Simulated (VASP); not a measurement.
# HfZrS3 (P4/mmm) in VASP: notebook, part 2 of 2

VASP 6.6.1. Earlier steps stand in the parts before.

## (3) Single point, PBE (random cell by space group and Wyckoff sites (P4/mmm, No. 123))

Contents of INCAR:

```
SYSTEM = HfZrS3
  ALGO = Normal
  EDIFF = 1E-7
  ENCUT = 520
  GGA = PE
  ISIF = 2
  ISMEAR = 0
  LASPH = .TRUE.
  LCHARG = .FALSE.
  LREAL = .FALSE.
  LWAVE = .FALSE.
  NBANDS = 28
  NELM = 100
  PREC = Accurate
  SIGMA = 0.1
```

Contents of KPOINTS:

```
k-points
0
G
  4 4 4
  0 0 0
```

Contents of POSCAR:

```
HfZrS3
1.0
    3.3964192004      0.0000000000      0.0000000000
    0.0000000000      3.3964192004      0.0000000000
    0.0000000000      0.0000000000      9.6162782646
Zr Hf S
1 1 3
Direct
    0.5000000000      0.5000000000      0.0000000000
    0.5000000000      0.5000000000      0.5000000000
    0.0000000000      0.0000000000      0.8512776088
    0.0000000000      0.0000000000      0.1487223912
    0.0000000000      0.0000000000      0.5000000000
```

Potentials or basis: VASP PAW PBE potentials, release 64 (Zr_sv, Hf_pv, S).

Launch:

```sh
$ cat potpaw_PBE.64/Zr_sv/POTCAR potpaw_PBE.64/Hf_pv/POTCAR potpaw_PBE.64/S/POTCAR > POTCAR
$ mpirun -np 1 vasp_std > vasp.out
```

OUTCAR:

```text
SYSTEM = HfZrS3
   EDIFF = 1E-7
   ENCUT = 520
   GGA = PE
   ISIF = 2
   ISMEAR = 0
   LASPH = .TRUE.
   LREAL = .FALSE.
   NELM = 100
   PREC = Accurate

 ion  position               nearest neighbor table
   1  0.500  0.500  0.000-   3 2.80   4 2.80   3 2.80   4 2.80   3 2.80   4 2.80   3 2.80   4 2.80

   2  0.500  0.500  0.500-   5 2.40   5 2.40   5 2.40   5 2.40
   3  0.000  0.000  0.851-   1 2.80   1 2.80   1 2.80   1 2.80
   4  0.000  0.000  0.149-   1 2.80   1 2.80   1 2.80   1 2.80
   5  0.000  0.000  0.500-   2 2.40   2 2.40   2 2.40   2 2.40

  LATTYP: Found a simple tetragonal cell.
 ALAT       =     3.3964192004
 C/A-ratio  =     2.8312989938

  Lattice vectors:

 A1 = (   3.3964192004,   0.0000000000,   0.0000000000)
 A2 = (   0.0000000000,   3.3964192004,   0.0000000000)
 A3 = (   0.0000000000,   0.0000000000,   9.6162782646)

Analysis of symmetry for initial positions (statically):
=====================================================================
 Subroutine PRICEL returns:
 Original cell was already a primitive cell.

 Routine SETGRP: Setting up the symmetry group for a
 simple tetragonal supercell.

 Subroutine GETGRP returns: Found 16 space group operations
 (whereof 16 operations were pure point group operations)
 out of a pool of 16 trial point group operations.

The static configuration has the point symmetry D_4h.

Analysis of symmetry for dynamics (positions and initial velocities):
=====================================================================
 Subroutine PRICEL returns:
 Original cell was already a primitive cell.

 Routine SETGRP: Setting up the symmetry group for a
 simple tetragonal supercell.

 Subroutine GETGRP returns: Found 16 space group operations
 (whereof 16 operations were pure point group operations)
 out of a pool of 16 trial point group operations.

[... 118 lines left out ...]
     AMIX     =   0.40;   BMIX     =  1.00
     AMIX_MAG =   1.60;   BMIX_MAG =  1.00
  volume/ion in A,a.u.               =      22.19       149.72
  Fermi-wavevector in a.u.,A,eV,Ry     =   1.165230  2.201965 18.473457  1.357761
  Thomas-Fermi vector in A             =   2.301758
   LORBIT       =      0    0 simple, 1 ext, 2 COOP (PROOUT), +10 PAW based schemes
   GGA     = PE    functional components
   LHFCALC =     F    Hartree Fock is set to
   AEXX    =    0.0000 exact exchange contribution
   IVDW    =     0    specifies the selected vdW correction
   LEPSILON=     F    determine dielectric tensor
   LRPA    =     F    only Hartree local field effects (RPA)
 non-spin polarized calculation
 Gauss-broadening in eV      SIGMA  =   0.10
  energy-cutoff  :      520.00
  volume of cell :      110.93
 maximum number of plane-waves:      3016
 NGX is ok and might be reduce to    28
   NGX = 13   NGY = 13   NGZ = 35

 number of electron      40.0000002 magnetization

 Free energy of the ion-electron system (eV)
  ---------------------------------------------------
  ext. energy  EPLUGINS =         0.00000000
  ---------------------------------------------------
  free energy    TOTEN  =       -34.97746954 eV

  energy without entropy =      -34.94622644  energy(sigma->0) =      -34.96184799

 E-fermi :   5.6791     XC(G=0):  -9.8960

 val. band max:        5.6577314787   @ k =   0.5000   0.2500   0.0000
 cond. band min:       5.6818240364   @ k =   0.2500   0.0000   0.5000
 fundamental gap:      0.0240925576
 Fermi energy:         5.6790572791

 k-point     1 :       0.0000    0.0000    0.0000
  band No.  band energies     occupation
      1     -43.9395      2.00000
      2     -26.3181      2.00000
      3     -26.0142      2.00000
      4     -26.0142      2.00000
      5     -22.0424      2.00000
      6     -21.7210      2.00000
[... 547 lines left out ...]
     27       9.8230      0.00000
     28       9.9616      0.00000

------------------------ aborting loop because EDIFF is reached ----------------------------------------

  FORCE on cell =-STRESS in cart. coord.  units (eV):
  Direction    XX          YY          ZZ          XY          YZ          ZX
  --------------------------------------------------------------------------------------
  -------------------------------------------------------------------------------------
  Total       -0.1740845     -0.1740845      0.0777360      0.0000000      0.0000000      0.0000000
  in kB       -2.5143235     -2.5143235      1.1227506      0.0000000      0.0000000      0.0000000
  external PRESSURE =      -1.3019654 kB  Pullay stress =       0.0000000 kB

 VOLUME and BASIS-vectors are now :
 -----------------------------------------------------------------------------
  energy-cutoff  :      520.00
  volume of cell :      110.93
      direct lattice vectors                 reciprocal lattice vectors
     3.396419200  0.000000000  0.000000000     0.294427731  0.000000000  0.000000000
     0.000000000  3.396419200  0.000000000     0.000000000  0.294427731  0.000000000
     0.000000000  0.000000000  9.616278265     0.000000000  0.000000000  0.103990335

 POSITION                                       TOTAL-FORCE (eV/Angst)
 -----------------------------------------------------------------------------------
      1.69821      1.69821      0.00000        -0.000000      0.000000      0.000000
      1.69821      1.69821      4.80814        -0.000000      0.000000      0.000000
      0.00000      0.00000      8.18612         0.000000      0.000000     -0.023874
      0.00000      0.00000      1.43016        -0.000000      0.000000      0.023874
      0.00000      0.00000      4.80814        -0.000000      0.000000      0.000000
 -----------------------------------------------------------------------------------
    total drift:                                0.000000      0.000000     -0.000000

  FREE ENERGIE OF THE ION-ELECTRON SYSTEM (eV)
  ---------------------------------------------------
  free  energy   TOTEN  =       -34.9774695397 eV

  energy  without entropy=      -34.9462264434  energy(sigma->0) =      -34.96184799
```

OSZICAR:

```text
N       E                     dE             d eps       ncg     rms          rms(c)
DAV:   1     0.254873888822E+03    0.25487E+03   -0.20017E+04  1008   0.131E+03
DAV:   2    -0.181599958666E+02   -0.27303E+03   -0.26590E+03  1228   0.320E+02
DAV:   3    -0.378945396873E+02   -0.19735E+02   -0.19554E+02  1568   0.699E+01
DAV:   4    -0.389994313729E+02   -0.11049E+01   -0.11034E+01  1556   0.129E+01
DAV:   5    -0.390470413787E+02   -0.47610E-01   -0.47607E-01  1480   0.166E+00    0.469E+01
DAV:   6    -0.351195654517E+02    0.39275E+01   -0.10612E+01  1136   0.135E+01    0.315E+01
DAV:   7    -0.351816189091E+02   -0.62053E-01   -0.28306E+00  1580   0.600E+00    0.757E+00
DAV:   8    -0.353866427405E+02   -0.20502E+00   -0.53047E+00  1248   0.511E+00    0.333E+00
DAV:   9    -0.350112112351E+02    0.37543E+00   -0.17579E+00  1228   0.293E+00    0.126E+00
DAV:  10    -0.349848851798E+02    0.26326E-01   -0.24629E-01  1216   0.148E+00    0.863E-01
DAV:  11    -0.349783296332E+02    0.65555E-02   -0.53871E-02  1284   0.570E-01    0.310E-01
DAV:  12    -0.349787298178E+02   -0.40018E-03   -0.99567E-03  1408   0.269E-01    0.279E-01
DAV:  13    -0.349777250617E+02    0.10048E-02   -0.52793E-03  1212   0.179E-01    0.973E-02
DAV:  14    -0.349774670320E+02    0.25803E-03   -0.55198E-04  1256   0.737E-02    0.220E-02
DAV:  15    -0.349774705211E+02   -0.34891E-05   -0.20311E-05  1288   0.179E-02    0.110E-02
DAV:  16    -0.349774699888E+02    0.53234E-06   -0.92775E-06  1304   0.817E-03    0.419E-03
DAV:  17    -0.349774695196E+02    0.46912E-06   -0.16774E-06  1244   0.463E-03    0.185E-03
DAV:  18    -0.349774695397E+02   -0.20036E-07   -0.13348E-07   924   0.177E-03
   1 F= -.34977470E+02 E0= -.34961848E+02  d E =-.312431E-01
```

It took 54 s on 1 thread of AMD EPYC 7R13 (Zen 3), shared host; peak memory 0.22 GiB.

Results:

| Item | Value |
| --- | --- |
| Free energy | -34.9775 eV |
| Pressure | -0.1 GPa |
| Largest force | 0.024 eV/Å |
| Band gap on the k mesh | none (metal or under the smearing width) |

Forces in eV/Å, atoms in the order of the input:
```
Zr   0.000  0.000  0.000
Hf   0.000  0.000  0.000
S    0.000  0.000 -0.024
S    0.000  0.000  0.024
S    0.000  0.000  0.000
```

Caveat: the k mesh is coarse (spacing up to 0.46 Å⁻¹), so the values aren't converged; this functional lacks dispersion, which binds the layers, so the pressure and a relaxed spacing across them are unreliable. Spin-orbit coupling is left out, which matters for the levels of Hf.

## (4) Relaxation of cell and atoms, PBE (random cell by space group and Wyckoff sites (P4/mmm, No. 123))

Contents of INCAR:

```
SYSTEM = HfZrS3
PREC     = Accurate       ! precision mode
ENCUT    = 600            ! plane-wave cutoff, eV
EDIFF    = 1E-6           ! SCF threshold, eV
ISMEAR   = 0              ! smearing method
SIGMA    = 0.1            ! smearing width, eV
LREAL    = .FALSE.        ! projectors in reciprocal space
LASPH    = .TRUE.         ! aspherical terms in the spheres
NELM     = 100            ! most SCF steps
ALGO     = Normal         ! electronic algorithm
ISIF     = 3              ! what is computed and relaxed
LWAVE    = .FALSE.        ! write WAVECAR
LCHARG   = .FALSE.        ! write CHGCAR
GGA      = PE             ! functional
IBRION   = 2              ! ionic algorithm
NSW      = 90             ! ionic steps
EDIFFG   = -0.04          ! ionic threshold
```

Contents of KPOINTS:

```
Automatic mesh
0
G
  4 4 4
  0 0 0
```

Contents of POSCAR:

```
HfZrS3
1.0
    4.0332365800      0.0000000000      0.0000000000
    0.0000000000      4.0332365800      0.0000000000
    0.0000000000      0.0000000000      6.6530008000
Zr Hf S
1 1 3
Direct
    0.5000000000      0.5000000000      0.0000000000
    0.5000000000      0.5000000000      0.5000000000
    0.0000000000      0.0000000000      0.7868605200
    0.0000000000      0.0000000000      0.2131394800
    0.0000000000      0.0000000000      0.5000000000
```

Potentials or basis: VASP PAW PBE potentials, release 64 (Zr_sv, Hf_pv, S).

Launch:

```sh
$ cat potpaw_PBE.64/Zr_sv/POTCAR potpaw_PBE.64/Hf_pv/POTCAR potpaw_PBE.64/S/POTCAR > POTCAR
$ mpirun -np 1 vasp_std > vasp.out
```

OUTCAR:

```text
SYSTEM = HfZrS3
   PREC = Accurate
   ENCUT = 600
   EDIFF = 1E-6
   ISMEAR = 0
   LREAL = .FALSE.
   LASPH = .TRUE.
   NELM = 100
   ISIF = 3
   GGA = PE
   IBRION = 2
   NSW = 90
   EDIFFG = -0.04

 ion  position               nearest neighbor table
   1  0.500  0.500  0.000-   3 3.19   4 3.19   3 3.19   4 3.19   3 3.19   4 3.19   3 3.19   4 3.19
                             2 3.33   2 3.33
   2  0.500  0.500  0.500-   5 2.85   5 2.85   5 2.85   5 2.85   1 3.33   1 3.33
   3  0.000  0.000  0.787-   5 1.91   1 3.19   1 3.19   1 3.19   1 3.19
   4  0.000  0.000  0.213-   5 1.91   1 3.19   1 3.19   1 3.19   1 3.19
   5  0.000  0.000  0.500-   3 1.91   4 1.91   2 2.85   2 2.85   2 2.85   2 2.85

  LATTYP: Found a simple tetragonal cell.
 ALAT       =     4.0332365800
 C/A-ratio  =     1.6495439005

  Lattice vectors:

 A1 = (   4.0332365800,   0.0000000000,   0.0000000000)
 A2 = (   0.0000000000,   4.0332365800,   0.0000000000)
[... 785 lines left out ...]
[... ionic steps 4 to 19 ...]

--------------------------------------- Ionic step       20  -------------------------------------------

 number of electron      40.0000006 magnetization

------------------------ aborting loop because EDIFF is reached ----------------------------------------
[... 73 lines left out ...]
--------------------------------------- Ionic step       22  -------------------------------------------

 number of electron      40.0000005 magnetization

 Free energy of the ion-electron system (eV)
  ---------------------------------------------------
  ext. energy  EPLUGINS =         0.00000000
  ---------------------------------------------------
  free energy    TOTEN  =       -34.96385099 eV

  energy without entropy =      -34.93252240  energy(sigma->0) =      -34.94818669

 E-fermi :   5.7293     XC(G=0):  -9.9267

 val. band max:        5.7094160984   @ k =   0.5000   0.2500   0.0000
 cond. band min:       5.7315531883   @ k =   0.2500   0.0000   0.5000
 fundamental gap:      0.0221370898
 Fermi energy:         5.7293235883

 k-point     1 :       0.0000    0.0000    0.0000
  band No.  band energies     occupation
      1     -43.8807      2.00000
      2     -26.2623      2.00000
      3     -25.9578      2.00000
      4     -25.9578      2.00000
      5     -21.9873      2.00000
      6     -21.6621      2.00000
[... 507 lines left out ...]
  FREE ENERGIE OF THE ION-ELECTRON SYSTEM (eV)
  ---------------------------------------------------
  free  energy   TOTEN  =       -34.9638509900 eV

  energy  without entropy=      -34.9325223987  energy(sigma->0) =      -34.94818669

 reached required accuracy - stopping structural energy minimisation
```

Run time: 10 min. Hardware: 1 thread of AMD EPYC 7R13 (Zen 3), shared host; peak memory 0.24 GiB.

Results:

- Free energy: -34.9639 eV
- Relaxed volume: 22.07 Å³/atom
- Relaxed cell: a = 3.394 Å, b = 3.394 Å, c = 9.577 Å, α = 90.00°, β = 90.00°, γ = 90.00°
- Space group after relaxing (to 0.05 Å): P4/mmm (No. 123)
- Energy gained by relaxing: 1242.9 meV/atom
- Ionic steps: 22
- Pressure after relaxing: 0.0 GPa
- Largest force after relaxing: 0.016 eV/Å
- Band gap on the k mesh: none (metal or under the smearing width)

Forces on the atoms (eV/Å):
```
Zr   0.000  0.000  0.000
Hf   0.000  0.000  0.000
S    0.000  0.000  0.016
S    0.000  0.000 -0.016
S    0.000  0.000  0.000
```

Step by step:
```tsv
step	energy change (eV)	largest force (eV/Å)	pressure (GPa)	volume (Å³)
1	0.0000	7.3763	-2.27	108.22
2	-5.7971	0.2935	-3.16	99.67
3	-5.9724	0.4132	2.49	97.67
4	-5.9694	0.5177	3.45	97.37
5	-6.0380	0.0282	-1.97	103.52
6	-6.0394	0.0872	-1.34	102.66
7	-6.1217	0.0232	0.19	103.88
8	-5.8962	1.0013	4.57	106.73
9	-6.1646	0.2315	1.13	104.63
10	-6.1670	0.3756	1.77	105.07
11	-6.1685	0.3298	1.54	104.93
12	-6.1682	0.6660	-0.61	109.81
13	-6.1809	0.4854	0.42	107.43
14	-6.1996	0.2829	-0.67	108.84
15	-6.2006	0.2247	-0.97	109.26
16	-6.2101	0.0093	0.13	108.77
17	-6.2103	0.0224	0.30	108.70
18	-6.2121	0.0086	0.28	109.04
19	-6.2143	0.0417	0.20	110.06
20	-6.2143	0.0469	-0.29	110.70
21	-6.2146	0.0435	-0.07	110.37
22	-6.2147	0.0159	-0.02	110.34
```

Final structure:
```xyz
5
Lattice="3.3943 0.0000 0.0000 0.0000 3.3943 0.0000 0.0000 0.0000 9.5771" Properties=species:S:1:pos:R:3 pbc="T T T"
Zr    1.6971    1.6971    9.5771
Hf    1.6971    1.6971    4.7886
S     0.0000    0.0000    8.1434
S     0.0000    0.0000    1.4337
S     0.0000    0.0000    4.7886
```

Caveat: the k mesh is coarse (spacing up to 0.39 Å⁻¹), so the values aren't converged; this functional lacks dispersion, which binds the layers, so the pressure and a relaxed spacing across them are unreliable. The run has no spin-orbit coupling, so splittings on Hf are missing.

## (5) Single point, PBE (random cell by space group and Wyckoff sites (P4/mmm, No. 123))

Contents of INCAR:

```
PREC = Accurate
ENCUT = 520
EDIFF = 1E-6
ISMEAR = 0
SIGMA = 0.1
LREAL = False
LASPH = True
NELM = 100
ALGO = Normal
ISIF = 2
LWAVE = False
LCHARG = False
GGA = PE
NBANDS = 28
```

Contents of KPOINTS:

```
Automatic mesh
0
Gamma
  4 4 4
```

POSCAR is that of step 4.

Launch:

```sh
$ cat potpaw_PBE.64/Zr_sv/POTCAR potpaw_PBE.64/Hf_pv/POTCAR potpaw_PBE.64/S/POTCAR > POTCAR
$ mpirun -np 1 vasp_std > vasp.out
```

It took 44 s on 1 thread of AMD EPYC 7R13 (Zen 3), shared host; peak memory 0.19 GiB.

Results (log left out):

- Free energy: -28.7483 eV
- Pressure: -2.3 GPa
- Largest force: 7.376 eV/Å
- Band gap on the k mesh: none (metal or under the smearing width)

Forces in eV/Å, atoms in the order of the input:
```
Zr   0.000  0.000  0.000
Hf   0.000  0.000  0.000
S    0.000  0.000  7.376
S    0.000  0.000 -7.376
S    0.000  0.000  0.000
```

Stress tensor (GPa, compression positive):
```
-19.74   0.00   0.00
  0.00 -19.74   0.00
  0.00   0.00  32.61
```

Levels at points of the mesh, in eV from the Fermi level:
```csv
k point,band 16,band 17,band 18,band 19,band 20,band 21,band 22,band 23,band 24,band 25
"(0.00, 0.00, 0.00)",-3.50,-2.86,-2.00,-1.56,-1.56,-0.77,0.03,0.64,0.94,1.41
"(0.50, 0.00, 0.00)",-3.14,-2.61,-2.37,-1.55,-0.60,-0.23,0.97,1.24,1.53,2.09
"(0.50, 0.50, 0.00)",-2.82,-2.82,-2.75,-2.54,0.60,1.27,1.27,1.49,1.73,1.92
"(0.00, 0.00, 0.50)",-2.46,-1.75,-1.23,-1.23,-1.16,-0.88,-0.33,0.11,0.81,0.82
"(0.50, 0.00, 0.50)",-2.56,-0.94,-0.69,-0.61,0.02,0.54,0.76,0.86,1.13,1.25
"(0.50, 0.50, 0.50)",-2.35,-2.35,-1.25,-0.53,-0.37,0.73,0.73,0.89,1.33,1.77
```

Caveat: the k mesh is coarse (spacing up to 0.39 Å⁻¹), so the values aren't converged; forces of over 1 eV/Å show positions far from the minimum, so gaps and moduli don't describe the material at rest.

## (6) Overview

```csv
task,cell,k mesh,cutoff (eV),mesh quality,gap on the mesh (eV),pressure (GPa),largest force (eV/Å)
single point,"random cell by space group and Wyckoff sites (P4/mmm, No. 123)",12 × 12 × 4,520,not flagged,none,-0.2,-
single point,"random cell by space group and Wyckoff sites (P4/mmm, No. 123)",4 × 4 × 4,520,coarse,none,-2.3,7.38
relaxation of cell and atoms,"relaxed from: random cell by space group and Wyckoff sites (P4/mmm, No. 123)",4 × 4 × 4,600,coarse,none,0.0,0.02
```

Alike in all rows: level PBE; potentials or basis VASP PAW PBE potentials, release 64 (Zr_sv, Hf_pv, S); no spin polarisation; smearing gaussian 0.1 eV.

Caveats: some runs use coarse meshes; this functional lacks dispersion, which binds the layers, so the pressure and a relaxed spacing across them are unreliable (some runs); forces of over 1 eV/Å show positions far from the minimum, so gaps and moduli don't describe the material at rest (some runs).

Absolute energies hang on the potentials; compare differences alone.
